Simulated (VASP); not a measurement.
VASP ran on this input.

### POSCAR
```
Ba
4.3108420
 -0.5773503052   0.5773503052   0.5773503052
  0.5773503052  -0.5773503052   0.5773503052
  0.5773503052   0.5773503052  -0.5773503052
Ba
1
Cart
  0.0000000000   0.0000000000   0.0000000000
```

File KPOINTS:
```
Automatic mesh
0
Gamma
10 10 10
0 0 0
```

**INCAR**
```
ISMEAR  =  1
LASPH  =  .True.   # aspherical one-centre terms
ENCUT  =  520   # plane-wave cut-off (eV)
GGA  =  PE   # PBE
SYSTEM  =  Ba
NELM  =  100
ISIF  =  2
SIGMA  =  0.1   # width (eV)
IVDW  =  11
LCHARG  =  .False.
LMAXMIX  =  4
EDIFF  =  1E-7   # SCF stop (eV)
LREAL  =  .False.   # projection in real space or not
PREC  =  Accurate
ALGO  =  Normal   # blocked Davidson
LWAVE  =  .False.
```

POTCAR, in this order: Ba_sv (PBE.64 set). Program: vasp_std.

Write an equivalent input for Quantum ESPRESSO's pw.x.

One equivalent input (not run):
```
&CONTROL
  calculation = 'scf'
  pseudo_dir = './pseudo'
  outdir = './out'
  tprnfor = .true.
  tstress = .true.
/
&SYSTEM
  ibrav = 0
  nat = 1
  ntyp = 1
  ecutwfc = 56.6
  occupations = 'smearing'
  smearing = 'methfessel-paxton'
  degauss = 0.00735
  input_dft = 'pbe'
  vdw_corr = 'grimme-d3'
  dftd3_version = 3
  dftd3_threebody = .false.
/
&ELECTRONS
  conv_thr = 7.3e-09
  electron_maxstep = 100
/
ATOMIC_SPECIES
  Ba 137.327 Ba.upf
CELL_PARAMETERS angstrom
    -2.4888659    2.4888659    2.4888659
     2.4888659   -2.4888659    2.4888659
     2.4888659    2.4888659   -2.4888659
ATOMIC_POSITIONS crystal
  Ba   0.0000000  0.0000000  0.0000000
K_POINTS automatic
  10 10 10 0 0 0
```
Limits of the translation: the potentials are each code's own (VASP's PAW set, PseudoDojo norm-conserving files in pw.x), so ENCUT and ecutwfc are chosen apart and not converted; conv_thr bounds pw.x's estimated SCF error, while EDIFF bounds the energy change between steps.

The compound is Ba in the bcc structure. It was relaxed first.
